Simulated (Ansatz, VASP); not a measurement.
# Two plane-wave programs on MgAu

```xyz
2
Lattice="3.2196 0.0000 0.0000 0.0000 3.2196 0.0000 0.0000 0.0000 3.2196" Properties=species:S:1:pos:R:3 pbc="T T T"
Mg    1.6098    1.6098    1.6098
Au    0.0000    0.0000    0.0000
```

Alike in both runs: functional LDA; k mesh 14 × 14 × 14; occupations gaussian, width 0.1 eV; no spin polarisation.

Ansatz relaxed the structure, and its values are those at the end. VASP's run is a single point on that final structure, the one shown.

```csv
,VASP,Ansatz
version,VASP 6.6.1,Ansatz 0.2.0
potentials or method,"VASP PAW LDA potentials, release 64 (Mg, Au)","scalar-relativistic, plane waves, PAW"
plane-wave cutoff (eV),520,420
valence electrons in the cell,13,29
```

|  | VASP | Ansatz | Ansatz less VASP |
| --- | --- | --- | --- |
| gap on the k mesh at the Fermi level (eV) | none | none | - |
| pressure (GPa) | -0.4 | 0.0 | +0.37 |

A gap of «none» marks a metal or a gap that the smearing closes. The two sets of potentials don't hold the same shells in valence.

The runs have no spin-orbit coupling, so splittings on Au are missing.
